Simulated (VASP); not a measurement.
Here is a VASP 6.6.1 calculation.

The input INCAR:

```
ALGO     = Fast           # electronic algorithm
EDIFF    = 1E-4           # SCF threshold, eV
EDIFFG   = -0.08          # ionic threshold
ENCUT    = 520            # plane-wave cutoff, eV
GGA      = PE             # functional
IBRION   = 2              # ionic algorithm
ISIF     = 3              # what is computed and relaxed
ISMEAR   = 0              # smearing method
LASPH    = T              # aspherical terms in the spheres
LCHARG   = F              # write CHGCAR
LREAL    = F              # projectors in reciprocal space
LWAVE    = F              # write WAVECAR
NELM     = 60             # most SCF steps
NSW      = 24             # ionic steps
PREC     = Normal         # precision mode
SIGMA    = 0.15           # smearing width, eV
```

Contents of KPOINTS:

```
k-points
0
Gamma
  3 3 3
```

File POSCAR:

```
SnTeS4
1.0
    5.6762827900      0.0000000000      0.0000000000
    0.0000000000      5.6762827900      0.0000000000
    0.0000000000      0.0000000000      5.0008576200
Sn Te S
1 1 4
Direct
    0.0000000000      0.0000000000      0.0000000000
    0.5000000000      0.5000000000      0.5000000000
    0.6604005300      0.6604005300      0.0000000000
    0.3395994700      0.3395994700      0.0000000000
    0.3395994700      0.6604005300      0.0000000000
    0.6604005300      0.3395994700      0.0000000000
```

Potentials or basis: VASP PAW PBE potentials, release 64 (Sn_d, Te, S).

Command:

```console
$ cat potpaw_PBE.64/Sn_d/POTCAR potpaw_PBE.64/Te/POTCAR potpaw_PBE.64/S/POTCAR > POTCAR
$ mpirun -np 1 vasp_std > vasp.out
```

Q: Predict the relaxed cell.

A: a = 6.624 Å, b = 6.624 Å, c = 3.764 Å, α = 90.00°, β = 90.00°, γ = 90.00°.

Q: Estimate the space group after relaxing (to 0.05 Å).

A: P4/mmm (No. 123).

The path:
```csv
step,energy change (eV),largest force (eV/Å),pressure (GPa),volume (Å³)
1,0.0000,13.0602,29.54,161.13
2,-4.8417,0.4353,-5.81,304.31
3,-5.5360,0.1689,-6.16,284.62
4,-6.2189,0.0266,-6.10,267.10
5,-7.9585,0.1956,-1.99,209.90
6,-7.9544,0.4494,-0.77,203.69
7,-7.9673,0.3090,-1.58,207.08
8,-7.9664,0.3523,-1.24,206.09
9,-8.1651,0.3002,-1.01,198.93
10,-8.5176,0.2805,0.67,183.73
11,-8.3767,1.3437,8.02,153.34
12,-8.6082,0.6360,3.78,167.84
13,-8.6907,0.6231,3.22,167.72
14,-8.9383,0.6943,1.61,166.88
15,-8.9380,0.1272,-0.39,162.92
16,-9.1410,0.4910,0.25,165.48
17,-9.1437,0.3655,-0.08,164.87
18,-9.1479,0.4175,0.01,165.12
19,-9.1676,0.3548,-0.11,165.13
20,-9.2060,0.1372,-0.38,165.14
21,-9.1862,0.2483,-0.34,165.12
22,-9.2132,0.0024,-0.42,165.14
```

Caveat: the k mesh is coarse (spacing up to 0.42 Å⁻¹), so the values aren't converged; the relaxation stopped at a loose force limit of 0.08 eV/Å, so its end isn't a converged minimum. The run has no spin-orbit coupling, so splittings on Te are missing.
